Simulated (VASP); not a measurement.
# KZr2 (Fm-3m) in VASP: a series of runs

The runs below take KZr2 through single point, relaxation of cell and atoms, with PBE.

Everything below comes from runs of VASP 6.6.1. Logs are shortened: lines on timing, memory, paths and dates and some standing lists are left out, and cuts for length are marked.

**1. The cell of the first run**

The structure is cubic, space group Fm-3m (No. 225). Conventional cell: a = 6.425 Å, b = 6.425 Å, c = 6.425 Å, α = 90.00°, β = 90.00°, γ = 90.00°. Around K (site symmetry m-3m) lie 8 Zr at 2.78 Å. Around Zr (site symmetry -43m) lie 4 K at 2.78 Å.

The cell was built by a generator and needn't be a form met in nature.

**2. Single point, PBE (species swapped into the CeH2 type (Fm-3m, No. 225))**

INCAR

```
PREC = Accurate
ENCUT = 520
EDIFF = 1E-6
ISMEAR = 0
SIGMA = 0.1
LREAL = False
LASPH = True
NELM = 60
ALGO = Normal
ISIF = 2
LWAVE = False
LCHARG = True
GGA = PE
LELF = True
LVHAR = True
NBANDS = 24
```

KPOINTS

```
regular mesh
0
Gamma
  6 6 6
```

POSCAR

```
KZr2
1.0
    0.0000000000      3.2127327600      3.2127327600
    3.2127327600      0.0000000000      3.2127327600
    3.2127327600      3.2127327600      0.0000000000
K Zr
1 2
Direct
    0.0000000000      0.0000000000      0.0000000000
    0.2500000000      0.2500000000      0.2500000000
    0.7500000000      0.7500000000      0.7500000000
```

Potentials or basis: VASP PAW PBE potentials, release 64 (K_sv, Zr_sv).

The run is started by

```console
> cat potpaw_PBE.64/K_sv/POTCAR potpaw_PBE.64/Zr_sv/POTCAR > POTCAR
> mpirun -np 1 vasp_std > vasp.out
```

OUTCAR:

```text
PREC = Accurate
   ENCUT = 520
   EDIFF = 1E-6
   ISMEAR = 0
   LREAL = False
   LASPH = True
   NELM = 60
   ISIF = 2
   GGA = PE

 ion  position               nearest neighbor table
   1  0.000  0.000  0.000-   2 2.78   3 2.78   3 2.78   3 2.78   3 2.78   2 2.78   2 2.78   2 2.78

   2  0.250  0.250  0.250-   1 2.78   1 2.78   1 2.78   1 2.78   3 3.21   3 3.21   3 3.21   3 3.21
                             3 3.21   3 3.21
   3  0.750  0.750  0.750-   1 2.78   1 2.78   1 2.78   1 2.78   2 3.21   2 3.21   2 3.21   2 3.21
                             2 3.21   2 3.21

  LATTYP: Found a face centered cubic cell.
 ALAT       =     6.4254655200

  Lattice vectors:

 A1 = (   0.0000000000,   3.2127327600,   3.2127327600)
 A2 = (   3.2127327600,   0.0000000000,   3.2127327600)
 A3 = (   3.2127327600,   3.2127327600,   0.0000000000)

Analysis of symmetry for initial positions (statically):
=====================================================================
 Subroutine PRICEL returns:
 Original cell was already a primitive cell.

 Routine SETGRP: Setting up the symmetry group for a
 face centered cubic supercell.

 Subroutine GETGRP returns: Found 48 space group operations
 (whereof 48 operations were pure point group operations)
 out of a pool of 48 trial point group operations.

The static configuration has the point symmetry O_h .

Analysis of symmetry for dynamics (positions and initial velocities):
=====================================================================
 Subroutine PRICEL returns:
 Original cell was already a primitive cell.

 Routine SETGRP: Setting up the symmetry group for a
 face centered cubic supercell.

 Subroutine GETGRP returns: Found 48 space group operations
 (whereof 48 operations were pure point group operations)
 out of a pool of 48 trial point group operations.

The dynamic configuration has the point symmetry O_h .

 Subroutine INISYM returns: Found 48 space group operations
 (whereof 48 operations are pure point group operations),
 and found     1 'primitive' translations

----------------------------------------------------------------------------------------

                                     Primitive cell

  volume of cell :      66.3214

  direct lattice vectors                    reciprocal lattice vectors
     0.000000000  3.212732760  3.212732760    -0.155630747  0.155630747  0.155630747
     3.212732760  0.000000000  3.212732760     0.155630747 -0.155630747  0.155630747
     3.212732760  3.212732760  0.000000000     0.155630747  0.155630747 -0.155630747

  length of vectors
     4.543490241  4.543490241  4.543490241     0.269560361  0.269560361  0.269560361

  position of ions in fractional coordinates (direct lattice)
     0.000000000  0.000000000  0.000000000
     0.250000000  0.250000000  0.250000000
     0.750000000  0.750000000  0.750000000

  ion indices of the primitive-cell ions
   primitive index   ion index
                 1           1
                 2           2
                 3           3

----------------------------------------------------------------------------------------

 KPOINTS: regular mesh

Automatic generation of k-mesh.
 Grid dimensions read from file:
 generate k-points for:    6    6    6

 Generating k-lattice:

  Cartesian coordinates                     Fractional coordinates (reciprocal lattice)
    -0.025938458  0.025938458  0.025938458     0.166666667  0.000000000  0.000000000
     0.025938458 -0.025938458  0.025938458     0.000000000  0.166666667  0.000000000
     0.025938458  0.025938458 -0.025938458     0.000000000  0.000000000  0.166666667

  Length of vectors
     0.044926727  0.044926727  0.044926727

  Shift w.r.t. Gamma in fractional coordinates (k-lattice)
     0.000000000  0.000000000  0.000000000

 Subroutine IBZKPT returns following result:
 ===========================================

 Found     16 irreducible k-points:

 Following reciprocal coordinates:
            Coordinates               Weight
  0.000000  0.000000  0.000000      1.000000
  0.166667  0.000000  0.000000      8.000000
  0.333333  0.000000  0.000000      8.000000
  0.500000  0.000000  0.000000      4.000000
  0.166667  0.166667  0.000000      6.000000
  0.333333  0.166667  0.000000     24.000000
[... 8 lines left out ...]
 -0.333333  0.333333  0.166667     24.000000
 -0.333333  0.500000  0.166667     12.000000
   k-points           NKPTS =     16   k-points in BZ     NKDIM =     16   number of bands    NBANDS=     24
   number of dos      NEDOS =    301   number of ions     NIONS =      3
   total plane-waves  NPLWV =  46656
   dimension x,y,z NGX =    36 NGY =   36 NGZ =   36
   dimension x,y,z NGXF=    72 NGYF=   72 NGZF=   72
   ions per type =               1   2
   NGX,Y,Z   is equivalent  to a cutoff of  13.17, 13.17, 13.17 a.u.
   NGXF,Y,Z  is equivalent  to a cutoff of  26.34, 26.34, 26.34 a.u.
 SYSTEM =  unknown system
   PREC   = accura    normal or accurate (medium, high low for compatibility)
   ISTART =      0    job   : 0-new  1-cont  2-samecut
   ICHARG =      2    charge: 1-file 2-atom 10-const
   ISPIN  =      1    spin polarized calculation?
   LNONCOLLINEAR =      F non collinear calculations
   LSORBIT =      F    spin-orbit coupling
   LASPH  =      T    aspherical Exc in radial PAW
   ENCUT  =  520.0 eV  38.22 Ry    6.18 a.u.   8.45  8.45  8.45*2*pi/ulx,y,z
   NELM   =     60;   NELMIN=  2; NELMDL= -5     # of ELM steps
   EDIFF  = 0.1E-05   stopping-criterion for ELM
   LREAL  =      F    real-space projection
[... 7 lines left out ...]
   TEBEG  =    0.0;   TEEND  =   0.0 temperature during run
   PSTRESS=    0.0 pullay stress
   NELECT =      33.0000    total number of electrons
   NUPDOWN=      -1.0000    fix difference up-down
   EMIN   =  10.00;   EMAX   =-10.00  energy-range for DOS
   EFERMI =   0.00;   METHOD = LEGACY
   ISMEAR =     0;   SIGMA  =   0.10  broadening in eV -4-tet -1-fermi 0-gaus
   EFERMI_NEDOS =   21; number of points for ismear=-14 and -15
   IALGO  =     38    algorithm
   IMIX   =      4    mixing-type and parameters
     AMIX     =   0.40;   BMIX     =  1.00
     AMIX_MAG =   1.60;   BMIX_MAG =  1.00
  volume/ion in A,a.u.               =      22.11       149.19
  Fermi-wavevector in a.u.,A,eV,Ry     =   1.297264  2.451473 22.897145  1.682893
  Thomas-Fermi vector in A             =   2.428667
   LORBIT       =      0    0 simple, 1 ext, 2 COOP (PROOUT), +10 PAW based schemes
   GGA     = PE    functional components
   LHFCALC =     F    Hartree Fock is set to
   AEXX    =    0.0000 exact exchange contribution
   IVDW    =     0    specifies the selected vdW correction
   LEPSILON=     F    determine dielectric tensor
   LRPA    =     F    only Hartree local field effects (RPA)
 non-spin polarized calculation
 Gauss-broadening in eV      SIGMA  =   0.10
  energy-cutoff  :      520.00
  volume of cell :       66.32
 maximum number of plane-waves:      1820
 NGX is ok and might be reduce to    36
   NGX = 17   NGY = 17   NGZ = 17

 number of electron      33.0000000 magnetization

 Free energy of the ion-electron system (eV)
  ---------------------------------------------------
  ext. energy  EPLUGINS =         0.00000000
  ---------------------------------------------------
  free energy    TOTEN  =       -10.89605784 eV

  energy without entropy =      -10.85439494  energy(sigma->0) =      -10.87522639

 E-fermi :   7.6023     XC(G=0): -10.7236

 val. band max:        7.5865189561   @ k =   0.3333   0.1667   0.0000
 cond. band min:       7.6077173893   @ k =   0.3333   0.1667   0.0000
 fundamental gap:      0.0211984332
 Fermi energy:         7.6023331963

 k-point     1 :       0.0000    0.0000    0.0000
  band No.  band energies     occupation
      1     -41.5343      2.00000
      2     -41.3895      2.00000
      3     -24.0417      2.00000
      4     -19.7697      2.00000
      5     -19.7697      2.00000
      6     -19.7697      2.00000
[... 16 lines left out ...]
     23      12.1983      0.00000
     24      12.1983      0.00000

 k-point     2 :       0.1667    0.0000    0.0000
  band No.  band energies     occupation
      1     -41.5242      2.00000
      2     -41.3988      2.00000
      3     -24.0616      2.00000
      4     -19.7547      2.00000
      5     -19.7474      2.00000
      6     -19.7474      2.00000
[... 16 lines left out ...]
     23      11.0041      0.00000
     24      11.0041      0.00000

 k-point     3 :       0.3333    0.0000    0.0000
  band No.  band energies     occupation
      1     -41.4968      2.00000
      2     -41.4245      2.00000
      3     -24.1019      2.00000
      4     -19.6867      2.00000
      5     -19.6844      2.00000
      6     -19.6844      2.00000
[... 16 lines left out ...]
     23       9.8251      0.00000
     24      10.3000      0.00000

 k-point     4 :       0.5000    0.0000    0.0000
  band No.  band energies     occupation
      1     -41.4603      2.00000
      2     -41.4601      2.00000
      3     -24.1221      2.00000
      4     -19.6086      2.00000
      5     -19.6050      2.00000
      6     -19.6050      2.00000
[... 16 lines left out ...]
     23       9.4344      0.00000
     24       9.8479      0.00000

 k-point     5 :       0.1667    0.1667    0.0000
  band No.  band energies     occupation
      1     -41.5216      2.00000
      2     -41.4010      2.00000
      3     -24.0685      2.00000
      4     -19.7954      2.00000
      5     -19.7954      2.00000
      6     -19.6488      2.00000
[... 16 lines left out ...]
     23      11.5541      0.00000
     24      11.5541      0.00000

 k-point     6 :       0.3333    0.1667    0.0000
  band No.  band energies     occupation
      1     -41.5023      2.00000
      2     -41.4188      2.00000
      3     -24.1026      2.00000
      4     -19.7904      2.00000
      5     -19.7858      2.00000
      6     -19.5762      2.00000
[... 16 lines left out ...]
     23      10.2894      0.00000
     24      10.9396      0.00000

 k-point     7 :       0.5000    0.1667    0.0000
  band No.  band energies     occupation
      1     -41.4720      2.00000
      2     -41.4479      2.00000
      3     -24.1301      2.00000
      4     -19.7470      2.00000
      5     -19.7299      2.00000
      6     -19.6360      2.00000
[... 16 lines left out ...]
     23       9.4668      0.00000
     24      10.3517      0.00000

 k-point     8 :      -0.3333    0.1667    0.0000
  band No.  band energies     occupation
      1     -41.4810      2.00000
      2     -41.4392      2.00000
      3     -24.1231      2.00000
      4     -19.7949      2.00000
      5     -19.6271      2.00000
      6     -19.5882      2.00000
[... 16 lines left out ...]
     23       9.7853      0.00000
     24      10.5685      0.00000

 k-point     9 :      -0.1667    0.1667    0.0000
  band No.  band energies     occupation
      1     -41.5091      2.00000
      2     -41.4127      2.00000
      3     -24.0887      2.00000
      4     -19.8069      2.00000
      5     -19.6824      2.00000
      6     -19.6606      2.00000
[... 16 lines left out ...]
     23      10.6154      0.00000
     24      10.9884      0.00000

 k-point    10 :       0.3333    0.3333    0.0000
  band No.  band energies     occupation
      1     -41.4961      2.00000
      2     -41.4239      2.00000
      3     -24.1244      2.00000
      4     -19.8454      2.00000
      5     -19.8454      2.00000
      6     -19.6587      2.00000
[... 16 lines left out ...]
     23      11.4068      0.00000
     24      11.4068      0.00000

 k-point    11 :       0.5000    0.3333    0.0000
  band No.  band energies     occupation
      1     -41.4803      2.00000
      2     -41.4387      2.00000
      3     -24.1457      2.00000
      4     -19.8433      2.00000
      5     -19.8322      2.00000
      6     -19.7047      2.00000
[... 16 lines left out ...]
     23      10.6261      0.00000
     24      11.2465      0.00000

 k-point    12 :      -0.3333    0.3333    0.0000
  band No.  band energies     occupation
      1     -41.4596      2.00000
      2     -41.4595      2.00000
      3     -24.1452      2.00000
      4     -19.8396      2.00000
      5     -19.7520      2.00000
      6     -19.6376      2.00000
[... 16 lines left out ...]
     23       9.7869      0.00000
     24      10.7656      0.00000

 k-point    13 :       0.5000    0.5000    0.0000
  band No.  band energies     occupation
      1     -41.4832      2.00000
      2     -41.4353      2.00000
      3     -24.1534      2.00000
      4     -19.8700      2.00000
      5     -19.8700      2.00000
      6     -19.7446      2.00000
[... 16 lines left out ...]
     23      11.9841      0.00000
     24      11.9846      0.00000

 k-point    14 :       0.5000    0.3333    0.1667
  band No.  band energies     occupation
      1     -41.4840      2.00000
      2     -41.4358      2.00000
      3     -24.1309      2.00000
      4     -19.8491      2.00000
      5     -19.7162      2.00000
      6     -19.6640      2.00000
[... 16 lines left out ...]
     23      10.4497      0.00000
     24      11.0208      0.00000

 k-point    15 :      -0.3333    0.3333    0.1667
  band No.  band energies     occupation
      1     -41.4596      2.00000
      2     -41.4595      2.00000
      3     -24.1452      2.00000
      4     -19.8616      2.00000
      5     -19.7099      2.00000
      6     -19.6030      2.00000
[... 16 lines left out ...]
     23       9.7283      0.00000
     24      10.8074      0.00000

 k-point    16 :      -0.3333    0.5000    0.1667
  band No.  band energies     occupation
      1     -41.4713      2.00000
      2     -41.4474      2.00000
      3     -24.1530      2.00000
      4     -19.8966      2.00000
      5     -19.7375      2.00000
      6     -19.7179      2.00000
[... 16 lines left out ...]
     23      10.4280      0.00000
     24      11.4794      0.00000

------------------------ aborting loop because EDIFF is reached ----------------------------------------

  FORCE on cell =-STRESS in cart. coord.  units (eV):
  Direction    XX          YY          ZZ          XY          YZ          ZX
  --------------------------------------------------------------------------------------
  -------------------------------------------------------------------------------------
  Total        6.8088152      6.8088152      6.8088152      0.0000000      0.0000000     -0.0000000
  in kB      164.4857688    164.4857688    164.4857688      0.0000000      0.0000000     -0.0000000
  external PRESSURE =     164.4857688 kB  Pullay stress =       0.0000000 kB

 VOLUME and BASIS-vectors are now :
 -----------------------------------------------------------------------------
  energy-cutoff  :      520.00
  volume of cell :       66.32
      direct lattice vectors                 reciprocal lattice vectors
     0.000000000  3.212732760  3.212732760    -0.155630747  0.155630747  0.155630747
     3.212732760  0.000000000  3.212732760     0.155630747 -0.155630747  0.155630747
     3.212732760  3.212732760  0.000000000     0.155630747  0.155630747 -0.155630747

 POSITION                                       TOTAL-FORCE (eV/Angst)
 -----------------------------------------------------------------------------------
      0.00000      0.00000      0.00000         0.000000      0.000000     -0.000000
      1.60637      1.60637      1.60637         0.000000      0.000000     -0.000000
      4.81910      4.81910      4.81910        -0.000000     -0.000000      0.000000
 -----------------------------------------------------------------------------------
    total drift:                                0.000000      0.000000      0.000000

  FREE ENERGIE OF THE ION-ELECTRON SYSTEM (eV)
  ---------------------------------------------------
  free  energy   TOTEN  =       -10.8960578393 eV

  energy  without entropy=      -10.8543949397  energy(sigma->0) =      -10.87522639
```

It took 30 s on 1 thread of Intel Xeon Platinum 8375C at 2.90GHz (Ice Lake), shared host; peak memory 0.2 GiB.

Results:

```
Free energy            : -10.8961 eV
Pressure               : 16.4 GPa
Band gap on the k mesh : none (metal or under the smearing width)
```

Caveat: so large a pressure means that the cell lies far from this level's equilibrium, or that cutoff or potentials fall short.

(Part 1 of 2 ends here.)
